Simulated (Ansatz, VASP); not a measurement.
**Si26C27 (V_Si): VASP beside Ansatz**

Aim: how closely do two programs agree when they are given the same cell, functional and k mesh? The cell is taken from a series of runs on this material, whose earlier steps may have relaxed, scaled, displaced or heated it; both programs get it as it stands.

Method: plane waves, with VASP 6.6.1 beside it; single point at r2SCAN, in Ansatz 0.2.0.

## 1. The starting structure

The cell holds 53 atoms: 26 Si and 27 C. Its edges and angles: a = 8.964 Å, b = 8.964 Å, c = 8.964 Å, α = 60.0°, β = 60.0°, γ = 60.0°. It derives from SiC (SiC (F-43m)). Nearest the centre at fractional (0.333, 0.667, 0.667): C35 at 1.89 Å, C43 at 1.92 Å, C41 at 1.93 Å, C44 at 1.93 Å, Si9 at 2.96 Å, Si3 at 2.97 Å, Si7 at 2.97 Å, Si17 at 2.97 Å. The cell carries charge +1.

Coordinates:

```xyz
53
Lattice="0.0000 6.3388 6.3388 6.3388 0.0000 6.3388 6.3388 6.3388 0.0000" Properties=species:S:1:pos:R:3 pbc="T T T"
Si    0.0027    0.0075    0.0058
Si    2.1169    2.1196    0.0051
Si    4.2186    4.2449    0.0322
Si    2.1163    0.0087    2.1169
Si    4.2323    2.1201    2.1173
Si    6.3432    4.2295    2.1168
Si    4.2167    0.0373    4.2429
Si    6.3426    2.1191    4.2281
Si    8.4261    4.2458    4.2422
Si    6.3398    2.1233    8.4581
Si    2.1326    4.2388    2.1136
Si    4.2261    6.3286    2.1128
Si    2.1312    2.1188    4.2340
Si    4.2320    4.2308    4.2293
Si    6.3475    6.3301    4.2337
Si    4.2256    2.1158    6.3282
Si    6.3480    4.2388    6.3274
Si    6.3406    4.2340   10.5693
Si    2.1183    6.3445    4.2291
Si    4.2286    8.4586    4.2304
Si    2.1177    4.2308    6.3435
Si    4.2305    6.3451    6.3422
Si    6.3539    8.4489    6.3597
Si    4.2274    4.2344    8.4563
Si    6.3537    6.3632    8.4463
Si    8.4366    8.4459    8.4449
C     1.0556    1.0645    1.0578
C     3.1724    3.1677    1.0618
C     5.2919    5.2855    1.0623
C     3.1715    1.0672    3.1635
C     5.2852    3.1740    3.1692
C     7.3925    5.2866    3.1630
C     5.2909    1.0675    5.2815
C     7.3921    3.1691    5.2810
C     9.5463    5.2530    5.2496
C     1.0609    3.1778    3.1710
C     3.1750    5.2847    3.1753
C     5.2828    7.3987    3.1713
C     3.1740    3.1799    5.2803
C     5.2806    5.2856    5.2792
C     7.3468    7.4530    5.2214
C     5.2825    3.1790    7.3933
C     7.3481    5.2275    7.4479
C     9.5726    7.4512    7.4478
C     1.0572    5.2879    5.2828
C     3.1702    7.4010    5.2826
C     5.2798    9.5162    5.2887
C     3.1698    5.2892    7.3952
C     5.2802    7.4011    7.3969
C     7.3958    9.5168    7.3976
C     5.2780    5.2938    9.5130
C     7.3950    7.4017    9.5133
C     9.5048    9.5179    9.5131
```

## 2. Ansatz: single point, r2SCAN

Ansatz runs on its PAW soft_1 files.

A single point gives forces, pressure and levels at one fixed geometry, so differences don't come from the geometry; what else differs is listed under the comparison.

Contents of input.yaml:

```yaml
crystal:
  checkpoint: "../qp1_M3.relax.run"
  host: checkpoint
total_charge: 1
basis:
  ecutwfc: 500
  xc_grid: 2
hamiltonian:
  xc: r2scan
  pseudopotentials: { kind: paw, azcp: { folder: soft_1 } }
kpoints:
  mp_grid: { grid: [2, 2, 2], shift: [0.5, 0.5, 0.5] }
magnetization:
  spin_polarized: true
  initial_magnetization: 3
  spin_locking: { lock_magnetization: hard }
scf:
  occupations: { method: fixed }
  max_iter: 80
output:
  forces: true
  eigenvalues: true
  charged_corrections:
    epsilon: 7.06
    static_epsilon: 10.43
    defect_position: [0.333333, 0.666667, 0.666667]
  eigenstates: { localisation: true }
  populations: true
  efg: {}
  band_densities: [{ bands: [v1, v1] }, { bands: [c1, c1] }]
  write_density: true
  write_potential: true
  volumetric_format: npy
checkpoint:
  read: "../qp1_M3.relax.run"
  write: "../qp1_M3.point.run"
  compress: false
  write_wavefunctions: false
  write_every: 100000
```

The run is started by

```console
> ansatz run input.yaml --threads 8 --pin off --max-ram 15073MiB --backend cpu --events-out ev --progress --plain --runs-dir out
```

Numbers of over 12 decimals in the logs are rounded to 6 here.

Log:

```text
Warning: This run holds its total moment fixed (magnetization.spin_locking.lock_magnetization: hard) and mixes its density by anderson or broyden (scf.mixing.algorithm, typed or taken by auto). Slabs with a fixed moment have converged under broyden above another state at the same moment, at the default mixing steps and at smaller ones, and under scf.lower_state_search: standard, light or off a state that such a mixer [...]
crystal.checkpoint: the structure is that of <dir>, a `relax` run, at its step 5: its result, under r2scan at a charge of 1 e; 53 atoms read, 0 with a starting moment; crystal.structure_sha256 for this input is
Engine: ansatz 0.2.0, aarch64-unknown-linux-gnu
Pseudopotentials: kind: paw
Pseudopotential: Si, paw, valence charge 4, recommended cutoff 500 eV (meta_gga), soft_1/Si.paw.azcp
Pseudopotential: C, paw, valence charge 4, recommended cutoff 500 eV (meta_gga), soft_1/C.paw.azcp
Functional definition: r2SCAN
  parameter k0 = 0.174
  parameter k1 = 0.065
  parameter a1 = 4.9479
  exchange = r2scan_x(k0 = k0, k1 = k1, a1 = a1)
  correlation = r2scan_c
Crystal: 53 atoms, lattice volume = 509.401 Å³
Basis set: ecut = 500 eV, 12939 PW (Γ), exchange–correlation on 144×144×144 points (8 copies of the dense FFT grid, shifted against one another)
Bands: 160, of which v1, the nominal top of the filled ones, is band 106 counted from 1 (105 counted from 0)
Symmetry: 1 space group operations
Space group: P1 (ITA 1), of the structure as read, at distance tolerance 8.0e-5 Å
Magnetic group: BNS 1.1 (UNI 1), of the structure as read, at distance tolerance 8.0e-5 Å
k-points: 4 of 8 (time reversal used)
Non-local potential: Si, projectors of the file, l = 0: 2, l = 1: 2, l = 2: 1
Non-local potential: C, projectors of the file, l = 0: 2, l = 1: 2, l = 2: 1
PAW form: soft (Blöchl's): semilocal exchange-correlation on the pseudo side does not see the compensation charge
PAW frozen core: Si, regenerated for the run's functional (the file was generated under x = pbe(κ = 0.804, μ = 0.219515), c = pbe(β = 0.066725))
PAW frozen core: C, regenerated for the run's functional (the file was generated under x = pbe(κ = 0.804, μ = 0.219515), c = pbe(β = 0.066725))
PAW one-centre angular grid: Si, 302 points (default); XC on 160 Gauss nodes
PAW one-centre angular grid: C, 302 points (default); XC on 219 of its mesh's 2255 points in the sphere
Initial density: read from a saved state, or passed on in memory by an earlier SCF of this step, an earlier step, the calling program or the single point that the run made first
Stability of the state it starts from, as read at its close in the collinear treatment: not read, because the mixer in use, unlike msr1, does not test its closes by its own steps (another_mixer); its run was given moments
Starting moments: Σ|m| = 3 μB on 53 of 53 sites; this step starts from the density that it was given
Initial wavefunctions: those read from a saved state, or passed on in memory by an earlier step or the calling program
Functional: x = r2scan, c = r2scan; τ floored in thin density (d = 2e-4 eV/Å³)
SCF iter   1: F=—  HF=-23425.416862 eV  |F-HF|=—  |Δ(HF+E_count)|=         —  Δρ=7.59e-7 (↑6.88e-7 ↓7.59e-7)  dr2=7.48e-9  dr2_τ=4.97e-11  dr2_m=2.14e-10  M=3.000 μB ∫|m|=4.252 μB  β_m=1.20  ethr=1.12e-11  ⟨swp⟩=3.5  Hψ=2998  notcnv=0
preconditioner: auto → Resta (q_TF=auto, 2.356 Å⁻¹)  ε∞=4.2  [insulator: Δε(μ)=0.030 eV  Ē_g=13.292 eV  n_scr=112 (ndim 8)  ℏωp=23.9 eV  f_vac=0.000  ε∞_Penn≈4.2]
spin=Collinear: Resta preconditioning applied to the charge; magnetization (m = ρ↑ − ρ↓) channel mixes plain (no charge-response kernel on spin).
SCF iter   2: F=-23425.416862 eV  HF=-23425.416862 eV  |F-HF|=2.64e-9  |Δ(HF+E_count)|=   2.70e-9  Δρ=6.04e-7 (↑5.21e-7 ↓6.04e-7)  dr2=4.42e-9  dr2_τ=2.65e-11  dr2_m=7.06e-11  M=3.000 μB ∫|m|=4.252 μB  ethr=3.54e-12  ⟨swp⟩=7.0  Hψ=5903  notcnv=0
SCF 1 converged in 2 iterations: F = -23425.416862 eV  dr2 = 4.42e-9
  greatest PAW one-centre occupation: 0.706 electrons in one spin orbital (limit 2), on the C atom at site 33 (counted from 0), in its partial waves of l = 0
this state was not tested for a lower state beside it, because the mixer in use, unlike msr1, does not test its closes by its own steps (another_mixer; see scf.mixing.algorithm and scf.lower_state_search)
SCF converged after 2 iterations
Magnetization: 3.0000 μB (107.0000 up, 104.0000 down)
Absolute magnetization: 4.2628 μB (∫|ρ↑−ρ↓|, with the PAW one-centre terms)
[...]
--- Charged-cell corrections in eV (Makov–Payne, q = +1.000 e, ε = 7.060 of the electrons, 10.430 with the ions) ---
  F (periodic)     = -23425.416862  (uncorrected; the corrections below are reported, never added to it)
  E_corr1          = +0.368811  (monopole, q²α_M/2εL)
  F Makov-Payne    = n/a  (the rows are of the electrons' constant alone; ansatz place-levels tells what screens the charge)
  no potential alignment in this run, which stands beside a crystal: run the host's input off ansatz write-host-input, and read the two finished runs by ansatz place-levels (neither reads a slab, a wire or a sheet, whose cell leaves a vacuum)
--- Band table (eV; the first three rows and the last of 8) ---
  k-point 0 ↑: bands = [... 102 lower, 9.3693, 9.7473, 9.8188, 10.0326, 10.4068, 11.5996, 13.1972, 13.2340, ... 50 higher]
  k-point 1 ↑: bands = [... 102 lower, 9.3133, 9.3871, 9.6117, 9.7389, 10.2390, 11.4130, 12.5358, 13.8112, ... 50 higher]
  k-point 2 ↑: bands = [... 102 lower, 9.3184, 9.3876, 9.6109, 9.7454, 10.2390, 11.4136, 12.5322, 13.8119, ... 50 higher]
  k-point 3 ↓: bands = [... 102 lower, 9.4537, 9.6030, 9.8560, 10.5161, 12.1387, 12.4190, 12.5762, 13.8798, ... 50 higher]
--- Löwdin populations: 53 sites ---
  site symbol       q [e]    m [muB]
     0     Si      2.8707    -0.0040
     1      C      5.0009     0.0380
     2     Si      2.8707    -0.0041
     3      C      5.0050     0.0479
     4     Si      2.8842     0.0158
     5      C      5.0082     0.0393
     6     Si      2.8704    -0.0036
     7      C      5.0056     0.0466
     8     Si      2.8733    -0.0060
     9      C      5.0069     0.0409
    10     Si      2.8726    -0.0061
    11      C      5.0059     0.0457
    12     Si      2.8842     0.0157
    13      C      5.0071     0.0420
    14     Si      2.8727    -0.0064
    15      C      5.0043     0.0497
    16     Si      2.8843     0.0149
    17      C      4.7172    -0.4934
    18     Si      2.8791    -0.0077
    19      C      4.9880     0.1171
    20     Si      2.8813    -0.0222
    21      C      5.0056     0.0523
    22     Si      2.8807    -0.0207
    23      C      4.9879     0.1170
[...]
45     Si      2.8853    -0.0282
    46      C      5.0067     0.0476
    47     Si      2.8802    -0.0049
    48      C      4.9732     0.0450
    49     Si      2.8859    -0.0285
    50      C      5.0059     0.0497
    51     Si      2.8860    -0.0293
    52      C      4.9722     0.0459
  spilling = 0.010579 (of n_electrons = 211.000000)
--- Band densities, each state counted as filled ---
  window                                       electrons  max residual (eV)  cut levels
  bands: [v1, v1]                    1.000000 + 1.000000             1.5e-5           0
  bands: [c1, c1]                    1.000000 + 1.000000             1.7e-5           0
```

## 3. VASP: single point, r2SCAN

The same cell, functional and mesh now go to VASP, with its own data sets.

Lines of VASP's logs that name or quote its potential files are left out, and so is its time.

Contents of INCAR:

```
SYSTEM = Si26C27
PREC = Accurate
ENCUT = 580
EDIFF = 1E-06
NELM = 200
ISMEAR = 0
SIGMA = 0.01
LREAL = Auto
ALGO = Normal
METAGGA = R2SCAN
LASPH = .TRUE.
NELECT = 211
NBANDS = 144
ISPIN = 2
MAGMOM = 0 0 0 0 0 0 0 0 0 0 0 0 0 0 0 0 0 0 0 0 0 0 -0 0 -0 -0 0.02 0.03 0.02 0.03 0.02 0.03 0.03 0.03 -0.23 0.07 0.03 0.07 0.03 0.03 0.4 0.08 0.4 0.4 0.03 0.03 0.03 0.03 0.03 0.03 0.03 0.03 0.03
LORBIT = 11
LWAVE = .FALSE.
LCHARG = .FALSE.
ISIF = 2
ISYM = 0
NUPDOWN = 3
GGA_COMPAT = .FALSE.
LMIXTAU = .TRUE.
KPAR = 4
```

Contents of POSCAR:

```
Si26C27
1.0
    0.0000000000      6.3388420664      6.3388420664
    6.3388420664      0.0000000000      6.3388420664
    6.3388420664      6.3388420664      0.0000000000
Si C
26 27
Direct
    0.0008342563      0.0000756326      0.0003561483
    0.0006235246      0.0001839373      0.3337663618
    0.0046114046      0.0004613380      0.6650523511
    0.0007334630      0.3332205431      0.0006368458
    0.0004016876      0.3336122331      0.3340657485
    0.0002471656      0.3336908871      0.6669891128
    0.0050112449      0.6643344709      0.0008806950
    0.0003610805      0.6666576487      0.3339396267
    0.0048869332      0.6643521000      0.6649218739
    0.3345740989      0.9997579243      0.0003959787
    0.3328514156      0.0005869590      0.3358486889
    0.3324975460      0.0008115094      0.6658928074
    0.3330001223      0.3349528906      0.0012568290
    0.3335159520      0.3336940830      0.3339291588
    0.3325691681      0.3353220711      0.6660513609
    0.3327359247      0.6655813506      0.0010439828
    0.3327255771      0.6654674274      0.3359695359
    0.6675279378      0.9998513649      0.0004218352
    0.6669401559      0.0002374614      0.3339447042
    0.6673446874      0.0000376354      0.6670565176
    0.6670418140      0.3336964803      0.0003943218
    0.6670573357      0.3334743348      0.3339252202
    0.6669016509      0.3363889361      0.6659835915
    0.6675780721      0.6664650377      0.0004317966
    0.6669789984      0.6654899014      0.3368601485
    0.6668525069      0.6653889692      0.6655463744
    0.0841382641      0.0827376983      0.0837889434
    0.0833792548      0.0841229979      0.4163487904
    0.0832887164      0.0843007187      0.7505362453
    0.0835506774      0.4155115121      0.0848087249
    0.0834524774      0.4165102053      0.4172637150
    0.0833845194      0.4156020847      0.7506182643
    0.0834619758      0.7497327986      0.0849487950
    0.0834577562      0.7496628552      0.4164910464
    0.0754337412      0.7527362718      0.7532675139
    0.4171005894      0.0831487057      0.0842181373
    0.4168742581      0.0840542652      0.4168322136
    0.4170449451      0.0832542513      0.7501490727
    0.4169594517      0.4160432065      0.0846866579
    0.4168150037      0.4160208905      0.4170357279
    0.4202260308      0.4034831886      0.7555341595
    0.4172582078      0.7490964165      0.0842554581
    0.4202095996      0.7547577602      0.4044659020
    0.4201463033      0.7548069052      0.7553431093
    0.7504072110      0.0829943493      0.0837930785
    0.7503997023      0.0829705227      0.4171601257
    0.7513327924      0.0829985510      0.7499242525
    0.7504986014      0.4161473959      0.0839074370
    0.7507471447      0.4161634269      0.4168285161
    0.7508160633      0.4162135217      0.7505230563
    0.7516256826      0.7491209111      0.0835171635
    0.7509318816      0.7498655190      0.4167482624
    0.7514102828      0.7493488608      0.7501097773
```

Contents of KPOINTS:

```
Points of the shifted mesh
8
Reciprocal
 0.2500000000  0.2500000000  0.2500000000 1
 0.2500000000  0.2500000000  0.7500000000 1
 0.2500000000  0.7500000000  0.2500000000 1
 0.2500000000  0.7500000000  0.7500000000 1
 0.7500000000  0.2500000000  0.2500000000 1
 0.7500000000  0.2500000000  0.7500000000 1
 0.7500000000  0.7500000000  0.2500000000 1
 0.7500000000  0.7500000000  0.7500000000 1
```

PAW data sets: Si and C (PBE family, release 64).

The run is started by

```console
> mpirun -np 8 vasp_std
```

Log:

```text
[banner, memory and clock lines left out]
running    8 mpi-ranks, on    1 nodes
[...]
|                                                                             |
|           W    W    AA    RRRRR   N    N  II  N    N   GGGG   !!!           |
|           W    W   A  A   R    R  NN   N  II  NN   N  G    G  !!!           |
|           W    W  A    A  R    R  N N  N  II  N N  N  G       !!!           |
|           W WW W  AAAAAA  RRRRR   N  N N  II  N  N N  G  GGG   !            |
|           WW  WW  A    A  R   R   N   NN  II  N   NN  G    G                |
|           W    W  A    A  R    R  N    N  II  N    N   GGGG   !!!           |
|                                                                             |
|     For optimal performance we recommend to set                             |
|       NCORE = 2 up to number-of-cores-per-socket                            |
|     NCORE specifies how many cores store one orbital (NPAR=cpu/NCORE).      |
|     This setting can greatly improve the performance of VASP for DFT.       |
[...]
DAV:   5    -0.589528268947E+03   -0.40456E-01   -0.40406E-01  5544   0.154E+00BRMIX: very serious problems
 the old and the new charge density differ
 old charge density:   212.00000 new  211.00000
BRMIX: very serious problems
 the old and the new charge density differ
 old charge density:   212.00000 new  211.00000
BRMIX: very serious problems
 the old and the new charge density differ
 old charge density:   212.00000 new  211.00000
BRMIX: very serious problems
 the old and the new charge density differ
 old charge density:   212.00000 new  211.00000
    0.522E+01
DAV:   6    -0.528934319536E+03    0.60594E+02   -0.13904E+02  5216   0.246E+01    0.302E+01
DAV:   7    -0.502328127305E+03    0.26606E+02   -0.12660E+01  5264   0.996E+00    0.125E+01
DAV:   8    -0.509008511725E+03   -0.66804E+01   -0.13331E+01  5352   0.935E+00    0.660E+00
DAV:   9    -0.508972371904E+03    0.36140E-01   -0.21816E+00  5312   0.413E+00    0.239E+00
[...]
DAV:  16    -0.510334898243E+03    0.75019E-05   -0.56116E-05  5264   0.261E-02    0.133E-02
DAV:  17    -0.510334917053E+03   -0.18810E-04   -0.17815E-05  5144   0.152E-02    0.687E-03
DAV:  18    -0.510334917826E+03   -0.77284E-06   -0.22372E-06  3696   0.552E-03
   1 F= -.51033492E+03 E0= -.51033491E+03  d E =-.190415E-04  mag=     3.0000
```

From OUTCAR (step 3):

```text
  FREE ENERGIE OF THE ION-ELECTRON SYSTEM (eV)
  ---------------------------------------------------
  free  energy   TOTEN  =      -510.3349178256 eV

  energy  without entropy=     -510.3348987840  energy(sigma->0) =     -510.33490830

 magnetization (x)
# of ion       s       p       d       tot
------------------------------------------
    1       -0.001   0.002   0.000   0.001
    2       -0.001   0.002   0.000   0.001
    3        0.002   0.009   0.000   0.012
    4       -0.001   0.002   0.000   0.001
    5       -0.001   0.000   0.000  -0.001
    6       -0.001  -0.000   0.000  -0.002
    7        0.002   0.009   0.000   0.011
    8       -0.001  -0.000   0.000  -0.002
    9        0.002   0.010   0.000   0.012
   10       -0.001   0.000   0.000  -0.001
   11       -0.003  -0.003   0.000  -0.006
   12       -0.003  -0.003   0.000  -0.006
   13       -0.003  -0.003   0.000  -0.006
[...]
--------------------------------------------------
tot          0.110   1.545   0.000   1.655
```

The cell is charged against a uniform background. SCAN-type functionals tend to overstate the moments of itinerant magnets. The PAW data sets were made with PBE, which is usual practice but a small mismatch for other functionals.

## 4. Side by side

Known differences besides the potentials themselves: VASP starts from the moments at which Ansatz ended; VASP keeps PBE cores, Ansatz makes them for the functional; fixed occupations in Ansatz, narrow Gaussian smearing in VASP; the cutoff is 500 eV in Ansatz and 580 eV in VASP (PREC = Accurate, projectors in real space); site moments are counted in spheres of each program's own size. Total energies have different zeros and are not compared.

Compared:

```
                             quantity  Ansatz   VASP  difference
total moment, fixed by the input (μB)    3.00   3.00        0.00
                   moment on C41 (μB)    0.40   0.40       +0.01
                   moment on C43 (μB)    0.40   0.40       +0.01
                   moment on C44 (μB)    0.40   0.39       +0.01
                   moment on C35 (μB)   -0.23  -0.24       +0.01
                   moment on C36 (μB)    0.07   0.07        0.00
                   moment on C42 (μB)    0.08   0.07       +0.01
                   moment on C38 (μB)    0.07   0.07        0.00
```

Forces on 7 of the 53 atoms, those with the largest forces and the largest differences (eV/Å; atoms numbered as in POSCAR):

```csv
atom,"Ansatz x, y, z","VASP x, y, z"
Si2,"0.014, -0.007, -0.001","-0.044, 0.073, -0.006"
Si4,"0.011, -0.007, -0.005","-0.039, 0.065, -0.005"
Si18,"0.005, -0.006, -0.004","-0.104, 0.030, -0.013"
Si19,"0.016, -0.010, -0.009","-0.039, 0.069, -0.025"
Si23,"0.004, -0.001, 0.001","-0.083, 0.034, -0.017"
Si25,"0.010, 0.007, -0.004","-0.096, -0.008, 0.012"
C35,"0.011, -0.011, -0.009","0.075, -0.015, -0.012"
```

The forces differ by 41 meV/Å r.m.s., where the r.m.s. force is 0.008 eV/Å in Ansatz and 0.037 eV/Å in VASP: the atoms lie near their places of rest in Ansatz, so a percentage would say little (all taken over all components). The cell carries a charge of +1 e against a uniform background, so its pressure also hangs on how the neutralising background is counted, and in a defect's cell a gap may be the spacing between its levels.

## 5. Outcome

| Property | Result |
| --- | --- |
| r.m.s. force difference (single point, r2SCAN) | 41 meV/Å |

In words: The r.m.s. force difference is 41 meV/Å (single point, r2SCAN), beyond the 12 meV/Å picked in this series as the mark of a large difference. What causes the difference of the single point, r2SCAN pair stays open here. How closely two codes agree says nothing of how well the functional describes the real material.

[Lines on the potential files, build, host, timing and source positions are cut from VASP's logs without a mark.]

[Logs are printed without paths, hosts, clocks, repeated set-up lines and the standing remarks that a program may print on its own settings, such as how far it seeks lower states.]

[Hosts, paths, dates, database ids (printed as entryN), source tags and the programs' standing remarks are cut or masked in the printed files.]
